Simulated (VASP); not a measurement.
Crystal: MoS2.

```
Mo S
1.0
     3.16100    0.00000    0.00000
    -1.58050    2.73751    0.00000
     0.00000    0.00000   12.29500
Mo S
2 4
Direct
  0.33333 0.66667 0.25000
  0.66667 0.33333 0.75000
  0.66667 0.33333 0.37729
  0.66667 0.33333 0.12271
  0.33333 0.66667 0.87729
  0.33333 0.66667 0.62271
```

The cell was built by a generator and needn't be a form met in nature.

Base run:

| Quantity | Value |
| --- | --- |
| Program | VASP 6.6.1 |
| Functional | PBEsol |
| Potentials or basis | VASP PAW PBE potentials, release 64 (Mo_sv, S) |
| Cutoff | 520 eV |
| k mesh | 8 × 8 × 2 |
| Occupations | fermi-dirac, width 0.05 eV |
| Spin | no spin polarisation |

Its results: band gap on the k mesh 0.95 eV, indirect (least direct gap 1.96 eV); pressure -2.2 GPa; largest force 0.263 eV/Å.

Question: After a change of settings the same cell gave: band gap on the k mesh 0.99 eV, indirect (least direct gap 1.96 eV); pressure -1.0 GPa; largest force 0.050 eV/Å. Which change was it?
A. functional from PBEsol to LDA; potentials or basis from VASP PAW PBE potentials, release 64 (Mo_sv, S) to VASP PAW LDA potentials, release 64 (Mo_sv, S)
B. functional from PBEsol to optB86b-vdW
C. functional from PBEsol to SCAN; further incar settings from ALGO = Fast; EDIFF = 1e-06 to ALGO = Normal; EDIFF = 1e-06
D. functional from PBEsol to PBE; dispersion from none to D4

Answer: D.

Caveats: the PAW data sets were made with another functional, which shifts forces and pressure a little (some runs); this functional lacks dispersion, which binds the layers, so the pressure and a relaxed spacing across them are unreliable (some runs).

Not every run made on this cell is shown here.
